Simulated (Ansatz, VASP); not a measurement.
NaLa in VASP and in Ansatz

```xyz
2
Lattice="3.6063 0.0000 0.0000 -1.8031 3.1231 0.0000 0.0000 0.0000 6.4838" Properties=species:S:1:pos:R:3 pbc="T T T"
La    0.0000    0.0000    3.2419
Na    1.8031    1.0410    0.0000
```

Alike in both runs: task single point; functional LDA; k mesh 9 × 9 × 4; occupations gaussian, width 0.05 eV; no spin polarisation.

|  | VASP | Ansatz |
| --- | --- | --- |
| version | VASP 6.6.1 | Ansatz 0.2.0 |
| potentials or method | VASP PAW LDA potentials, release 64 (La, Na_pv), cutoff 520 eV | all-electron LAPW, scalar-relativistic |

Ansatz gave:

| Quantity | Value |
| --- | --- |
| gap on the k mesh at the Fermi level (eV) | none |
| pressure (GPa) | -2.1 |
| largest component of the traceless stress (GPa) | 0.50 |

Task: Which values does VASP return?

Result: gap on the k mesh at the Fermi level (eV): none; pressure (GPa): -2.2; largest component of the traceless stress (GPa): 0.51.

A gap of «none» marks a metal or a gap that the smearing closes. Ansatz ran all-electron here, so the differences hold the error of VASP's frozen core and of both bases.

Spin-orbit coupling is left out, which matters for the levels of La.
